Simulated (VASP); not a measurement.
A convergence study with VASP on HfN: one setting is varied, all else stays as given below, so the limit is that of these other settings.

```xyz
8
Lattice="3.1801 0.0000 0.0000 -3.1801 3.1801 0.0000 0.0000 0.0000 20.7460" Properties=species:S:1:pos:R:3 pbc="T T T"
Hf     0.0000     0.0000     9.2487
Hf    -1.5901     1.5901     7.0000
Hf     0.0000     0.0000    13.7460
Hf    -1.5901     1.5901    11.4974
N      0.0000     0.0000     7.0000
N     -1.5901     1.5901     9.2487
N      0.0000     0.0000    11.4974
N     -1.5901     1.5901    13.7460
```

The numbers are results of PBEsol GGA, VASP's PBE PAW potentials (set 64) (plane waves; VASP), not measurements. The tightest run used: 400 eV cut-off, 27×27×1 Γ-centred mesh, Fermi-Dirac smearing of 0.10 eV, potentials Hf_pv N.

```tsv
setting	E (eV/atom)	largest force (eV/Å)	irreducible k-points
3×3×1 mesh	-11.1659	1.071	3
4×4×1 mesh	-11.1860	1.747	6
5×5×1 mesh	-11.1811	1.412	6
6×6×1 mesh	-11.1801	1.560	10
7×7×1 mesh	-11.1821	1.497	10
8×8×1 mesh	-11.1776	1.511	15
9×9×1 mesh	-11.1818	1.568	15
```

Question: These are the cheaper rows. Estimate the results at 27×27×1 mesh, and how far the last row shown lies from them.

Answer: 
| quantity | tightest run | last row shown is off by |
|---|---|---|
| E (eV/atom) | -11.1792 | -0.0026 |
| largest force (eV/Å) | 1.521 | 0.047 |

VASP warned of too few bands at 3×3×1 mesh; 4×4×1 mesh; 5×5×1 mesh; 7×7×1 mesh; 8×8×1 mesh; 11×11×1 mesh; 12×12×1 mesh; 14×14×1 mesh; 17×17×1 mesh; 20×20×1 mesh; 23×23×1 mesh; 27×27×1 mesh.

Left out are rungs that failed or repeat a setting and relaxations that didn't move; long series are thinned to 24 rows.

The cell is a sheet or thin cut with vacuum, built from a generated structure. VASP warned that the highest band is occupied, so more bands are needed.
